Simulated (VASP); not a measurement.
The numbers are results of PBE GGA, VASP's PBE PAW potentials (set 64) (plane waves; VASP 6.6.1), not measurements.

VASP ran on this input.

KPOINTS:
```
K-points
0
G
 15 15 8
```

**POSCAR**
```
Co
1.0
  1.2621230000  -2.1288540000   0.0000000000
  1.2621230000   2.1288540000   0.0000000000
  0.0000000000   0.0000000000   4.1581130000
Co
2
Direct
  0.3333330000   0.6666670000   0.2500000000
  0.6771300000   0.3437960000   0.7500000000
```

**INCAR**
```
# general
SYSTEM   =  Co
PREC     =  Accurate
ENCUT    =  400
LREAL    =  .FALSE.
LASPH    =  .TRUE.

# electronic loop
EDIFF    =  1E-6
NELM     =  100
ALGO     =  Normal
LMAXMIX  =  4

# smearing
ISMEAR   =  1
SIGMA    =  0.1

# functional
GGA      =  PE

# spin
ISPIN    =  2
MAGMOM   =  2*0.36

# ions
ISIF     =  2

# output
LWAVE    =  .FALSE.
LCHARG   =  .FALSE.
LORBIT   =  10
```

POTCAR, in this order: Co (PBE.64 set). Program: vasp_std.

Task: What will the output report for the number of irreducible k-points (NKPTS), number of bands (NBANDS), largest plane-wave count, number of space-group operations, FFT grid (NGX, NGY, NGZ)?

Result: 
```yaml
number of irreducible k-points (NKPTS): 565
number of bands (NBANDS): 13
largest_plane_wave_count: 421
number_of_space_group_operations: 4
FFT grid (NGX, NGY, NGZ): 16 × 16 × 28
```

The compound is Co in the hcp structure. The cell was not relaxed at this level, atoms are displaced from their ideal sites. The run is one of a series of settings (MAGMOM = 0.36 0.36 against the base run), some of them coarse on purpose.
